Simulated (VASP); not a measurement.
## MgO (Periclase): band structure with PBE

**Experimental background.**

From “Electronic structure of alkaline earth and post-transition metal oxides”, 2009, arxiv:0908.1581, for a bulk crystal of MgO: band gap 7.83 eV.

MgO (Periclase):

```xyz
2
Lattice="0.0000 2.1039 2.1039 2.1039 0.0000 2.1039 2.1039 2.1039 0.0000" Properties=species:S:1:pos:R:3 pbc="T T T"
Mg    0.0000    0.0000    0.0000
O     2.1039    2.1039    2.1039
```

| Item | Value |
| --- | --- |
| Program | VASP 6.6.1 |
| Task | band structure |
| Functional | PBE |
| Potentials or basis | VASP PAW PBE potentials, release 64 (Mg, O) |
| Cutoff | 520 eV |
| k mesh | 12 × 12 × 12 |
| Occupations | gaussian, width 0.03 eV |
| Spin | no spin polarisation |
| Further INCAR settings | ALGO = Fast; EDIFF = 1e-07; NBANDS = 11 |

| Item | Value |
| --- | --- |
| Pressure | 4.5 GPa |
| Band gap on the k mesh | 4.76 eV, direct |
| Band gap along the path | 4.76 eV, direct |

Levels at the corners of the path, in eV from the valence-band top:
```csv
point,band 1,band 2,band 3,band 4,band 5,band 6,band 7,band 8,band 9
Γ,-17.28,0.00,0.00,0.00,4.76,15.82,15.82,15.82,19.74
X,-15.73,-4.10,-1.35,-1.35,9.12,10.00,13.13,19.02,19.02
X,-15.73,-4.10,-1.35,-1.35,9.12,10.00,13.13,19.02,19.02
W,-15.67,-2.96,-2.96,-1.77,11.67,11.67,12.20,15.55,21.99
W,-15.67,-2.96,-2.96,-1.77,11.67,11.67,12.20,15.55,21.99
K,-15.71,-3.50,-2.72,-1.15,10.11,11.81,12.56,18.16,18.32
K,-15.71,-3.50,-2.72,-1.15,10.11,11.81,12.56,18.16,18.32
Γ,-17.28,0.00,0.00,0.00,4.76,15.82,15.82,15.82,19.74
Γ,-17.28,0.00,0.00,0.00,4.76,15.82,15.82,15.82,19.74
L,-15.99,-4.63,-0.66,-0.66,7.92,12.64,16.34,16.34,20.94
L,-15.99,-4.63,-0.66,-0.66,7.92,12.64,16.34,16.34,20.94
U,-15.71,-3.50,-2.72,-1.15,10.11,11.81,12.56,18.16,18.32
U,-15.71,-3.50,-2.72,-1.15,10.11,11.81,12.56,18.16,18.32
W,-15.67,-2.96,-2.96,-1.77,11.67,11.67,12.20,15.55,21.99
W,-15.67,-2.96,-2.96,-1.77,11.67,11.67,12.20,15.55,21.99
L,-15.99,-4.63,-0.66,-0.66,7.92,12.64,16.34,16.34,20.94
L,-15.99,-4.63,-0.66,-0.66,7.92,12.64,16.34,16.34,20.94
K,-15.71,-3.50,-2.72,-1.15,10.11,11.81,12.56,18.16,18.32
U,-15.71,-3.50,-2.72,-1.15,10.11,11.81,12.56,18.16,18.32
X,-15.73,-4.10,-1.35,-1.35,9.12,10.00,13.13,19.02,19.02
```

It took 14 s on 1 thread of Intel(R) Xeon(R) 6975P-C (Granite Rapids), with other jobs on the host, peak memory 0.15 GiB.

A measured gap of MgO is 7.83 eV (quoted in “Electronic structure of alkaline earth and post-transition metal oxides”, 2009, arxiv:0908.1581); the calculated 4.76 eV misses it by -3.07 eV. The value is that of PBE, without temperature or zero-point motion. Semilocal functionals fall short of measured gaps as a rule.
